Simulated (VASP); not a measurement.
Method: vdW-DF-cx, VASP's PBE PAW potentials (set 64) (plane waves; VASP).

The input files of a VASP run:

INCAR:
```
! general
SYSTEM   = HgTe
PREC     = Accurate
ENCUT    = 520   ! plane-wave cut-off (eV)
LREAL    = F
LASPH    = T

! electronic loop
EDIFF    = 1E-7   ! SCF stop (eV)
NELM     = 100   ! most electronic steps
ALGO     = Normal
LMAXMIX  = 6   ! l cut-off of mixed one-centre charges

! smearing
ISMEAR   = 1   ! Methfessel-Paxton
SIGMA    = 0.1

! functional
GGA      = CX
LUSE_VDW = T
AGGAC    = 0.0

! ions
ISIF     = 2

! output
LWAVE    = F
LCHARG   = F
```

### KPOINTS
```
Automatic mesh
0
Gamma
10 10 10
0 0 0
```

POSCAR:
```
HgTe
1
    0.0000000000     3.3050205736     3.3050205736
    3.3050205736     0.0000000000     3.3050205736
    3.3050205736     3.3050205736     0.0000000000
Hg Te
1 1
Direct
  0.0000000000   0.0000000000   0.0000000000
  0.2500000000   0.2500000000   0.2500000000
```

POTCAR, in this order: Hg Te (PBE.64 set). Program: vasp_std.

What VASP printed:

OSZICAR:
```
       N       E                     dE             d eps       ncg     rms          rms(c)
DAV:   1     0.112963792806E+03    0.11296E+03   -0.80301E+03  1222   0.118E+03
DAV:   2     0.539614180466E+01   -0.10757E+03   -0.10161E+03  1332   0.265E+02
DAV:   3     0.737550474825E+00   -0.46586E+01   -0.46371E+01  1497   0.569E+01
DAV:   4     0.690906787892E+00   -0.46644E-01   -0.46630E-01  1648   0.528E+00
DAV:   5     0.690713686078E+00   -0.19310E-03   -0.19310E-03  1507   0.309E-01    0.678E+00
DAV:   6     0.895084158571E+00    0.20437E+00   -0.51351E-01  1397   0.102E+01    0.553E+00
DAV:   7     0.901001853532E+00    0.59177E-02   -0.99656E-02  1387   0.245E+00    0.213E+00
DAV:   8     0.901908274250E+00    0.90642E-03   -0.92700E-03  1232   0.129E+00    0.570E-01
DAV:   9     0.901948231553E+00    0.39957E-04   -0.85359E-04  1472   0.347E-01    0.101E-01
DAV:  10     0.901918180699E+00   -0.30051E-04   -0.96268E-05  1344   0.102E-01    0.498E-02
DAV:  11     0.901903870184E+00   -0.14311E-04   -0.29188E-05  1282   0.444E-02    0.228E-02
DAV:  12     0.901904619234E+00    0.74905E-06   -0.36752E-06  1452   0.163E-02    0.115E-02
DAV:  13     0.901904555737E+00   -0.63497E-07   -0.32165E-07  1292   0.481E-03
   1 F= 0.90190456E+00 E0= 0.90183499E+00  d E =0.208705E-03
```

File OUTCAR:
```
------------------------ aborting loop because EDIFF is reached ----------------------------------------
  FORCE on cell =-STRESS in cart. coord.  units (eV):
  Direction    XX          YY          ZZ          XY          YZ          ZX
  --------------------------------------------------------------------------------------
  Total       -0.5113706     -0.5113706     -0.5113706      0.0000000      0.0000000      0.0000000
  in kB      -11.3473337    -11.3473337    -11.3473337      0.0000000      0.0000000      0.0000000
  external PRESSURE =     -11.3473337 kB  Pullay stress =       0.0000000 kB
  volume of cell :       72.20
      direct lattice vectors                 reciprocal lattice vectors
     0.000000000  3.305020574  3.305020574    -0.151284989  0.151284989  0.151284989
     3.305020574  0.000000000  3.305020574     0.151284989 -0.151284989  0.151284989
     3.305020574  3.305020574  0.000000000     0.151284989  0.151284989 -0.151284989
 POSITION                                       TOTAL-FORCE (eV/Angst)
 -----------------------------------------------------------------------------------
      0.00000      0.00000      0.00000         0.000000      0.000000      0.000000
      1.65251      1.65251      1.65251        -0.000000     -0.000000     -0.000000
 -----------------------------------------------------------------------------------
    total drift:                                0.000000      0.000000      0.000000
  FREE ENERGIE OF THE ION-ELECTRON SYSTEM (eV)
  ---------------------------------------------------
  free  energy   TOTEN  =         0.9019045557 eV

  energy  without entropy=        0.9016958510  energy(sigma->0) =        0.90183499
```
(Selected blocks of OUTCAR.)

The compound is HgTe in the zinc blende structure. This cell is one point of a volume scan, at 1.03 of the reference volume.
